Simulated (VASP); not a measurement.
# CoSi2 (Fm-3m): a series in biaxial strain in the (111) plane

Wanted: the elastic response of CoSi2 to biaxial strain in the (111) plane, with a fit that predicts a row left out.

Main program and level: VASP 6.6.1; PBEsol, no spin polarisation; plane waves and PAW (Co, Si); cell typed or built by script, in the first sound run; inputs show where later runs differ.

This is a report of a sequence of runs, with most program output left out.

### 1. Starting point

The structure is cubic, space group Fm-3m (No. 225). Conventional cell: a = 5.365 Å, b = 5.365 Å, c = 5.365 Å, α = 90.00°, β = 90.00°, γ = 90.00°. Nearest to Co lie 8 Si at 2.32 Å. Nearest to Si lie 4 Co at 2.32 Å. Farther neighbours are not listed.

As a file:

```xyz
3
Lattice="0.0000 2.6825 2.6825 2.6825 0.0000 2.6825 2.6825 2.6825 0.0000" Properties=species:S:1:pos:R:3 pbc="T T T"
Co    0.0000    0.0000    0.0000
Si    1.3413    1.3413    1.3413
Si    4.0237    4.0237    4.0237
```

### 2. Relax the crystal, PBEsol

The series starts from the cell that this level prefers, so that zero strain is near zero stress.

This step took 2 runs in a row; the last is shown.

Level: PBEsol, no spin polarisation; plane waves and PAW (Co, Si); cell typed or built by script.

File INCAR:

```
SYSTEM = CoSi2
PREC = Accurate
ENCUT = 450
EDIFF = 1E-07
NELM = 120
ISMEAR = 1
SIGMA = 0.15
LREAL = .FALSE.
ALGO = Normal
GGA = PS
NBANDS = 14
LASPH = .TRUE.
LORBIT = 11
LWAVE = .FALSE.
LCHARG = .FALSE.
KPAR = 8
IBRION = 2
NSW = 40
ISIF = 3
EDIFFG = -0.005
POTIM = 0.4
```

File POSCAR:

```
CoSi2
1.0
    0.0000000000      2.6565168648      2.6565168648
    2.6565168648      0.0000000000      2.6565168648
    2.6565168648      2.6565168648      0.0000000000
Co Si
1 2
Direct
    0.0000000000      0.0000000000      0.0000000000
    0.2500000000      0.2500000000      0.2500000000
    0.7500000000      0.7500000000      0.7500000000
```

File KPOINTS:

```
Automatic mesh
0
Gamma
16 16 16
0 0 0
```

PAW data sets: Co and Si (PBE family, release 64).

Launch:

```
> mpirun -np 8 vasp_std
```

Elapsed: 29 s, on 8 MPI ranks of Intel Xeon Platinum 8259CL at 2.50GHz (Skylake/Cascade Lake), shared host; peak memory 1.7 GiB.

Read from the output:

- energy(sigma→0) of the program: -20.9821 eV
- stress, compression positive: 0.02 along [111], 0.02 across it (mean), GPa
- volume: 37.486 Å³
- ionic steps: 3

### 3. Strain along the normal, PBEsol

One member in full: the plane is strained by -1.5 %, and the strain along the normal is moved by secant steps until the normal stress is under 0.012 GPa or five steps are spent; the atoms relax at each step.

This step took 3 runs, each at a new trial strain with the atoms of the one before; the last is shown.

Level: PBEsol, no spin polarisation; plane waves and PAW (Co, Si); cell typed or built by script.

INCAR: that of step 2 with these lines changed.

```diff
@@ -15,7 +15,7 @@
 LCHARG = .FALSE.
-KPAR = 8
-IBRION = 2
-NSW = 40
-ISIF = 3
-EDIFFG = -0.005
-POTIM = 0.4
+KPAR = 2
+IBRION = 1
+NSW = 25
+ISIF = 2
+EDIFFG = -0.004
+POTIM = 0.3
```

File POSCAR:

```
CoSi2
1.0
    0.0499666820      2.6664378860      2.6664378860
    2.6664378860      0.0499666820      2.6664378860
    2.6664378860      2.6664378860      0.0499666820
Co Si
1 2
Direct
    0.0000000000      0.0000000000      0.0000000000
    0.2471483311      0.2471483311      0.2471483311
    0.7528516689      0.7528516689      0.7528516689
```

KPOINTS is that of step 2.

Launch:

```
> mpirun -np 2 vasp_std
```

Run time: 2.4 min. Hardware: 2 MPI ranks; peak memory 0.58 GiB; 4.7 min of CPU time.

Read from the output:

- energy(sigma→0) of the program: -20.9636 eV
- stress, compression positive: -0.01 along [111], 5.29 across it (mean), GPa
- ionic steps: 3

### 4. All members

The other members went through these steps as far as the tables show, with the same cutoff and, step by step, the same mesh; 39 runs are not shown. The session took 3.1 core hours (wall time by ranks) on a shared machine.

```tsv
in-plane strain (%)	strain along the normal (%)	in-plane stress, tension positive (GPa)	energy above the unstrained row, extrapolated to no smearing (meV/atom)
-2.000	1.772	-7.103	11.045
-1.500	1.322	-5.285	6.175
-1.000	0.875	-3.403	2.766
-0.500	0.409	?	?
0	-0.013	0.041	0.000
0.500	-0.389	1.738	0.648
1.000	-0.758	3.464	2.664
1.500	-1.103	5.161	6.028
2.000	-1.480	6.742	10.696
```

### 5. A fit to the known rows

A least-squares parabola through the 8 rows shown, with e the strain in %: stress = − 0.05691 e² + 3.463 e + 0.05791 (GPa), r.m.s. residual 0.030 GPa.

For the withheld row, e = -0.5, the fit gives -1.688 GPa.

### 6. Checking the prediction

The calculation gives -1.815 GPa, so the prediction is 0.127 GPa too high, more than twice the residual of the fit.

Slopes at zero strain, from cubics through all rows: strain ratio -0.809, stress over strain 348 GPa.

### 7. What came out

```yaml
error_of_the_predicted_stress: 0.127 GPa
ratio_of_normal_to_in_plane_strain: -0.809
biaxial_modulus: 348 GPa
```

What this shows: As a check, the curvature of the energy gives 347 GPa for the same modulus (energy per volume = M × strain²), 0 % from the slope of the stress. These are static values: temperature and zero-point motion are left out. In a metal the slopes also depend on mesh and smearing, which were held through the series.

[Lines on the potential files, build, host, timing and source positions are cut from VASP's logs without a mark.]

[Logs are printed without paths, hosts, clocks, repeated set-up lines and the standing remarks that a program may print on its own settings, such as how far it seeks lower states.]

[Hosts, paths, dates, database ids (printed as entryN), source tags and the programs' standing remarks are cut or masked in the printed files.]

[In band tables of VASP the shares of atoms and orbitals are scaled to a sum of 1 inside the atoms' spheres.]
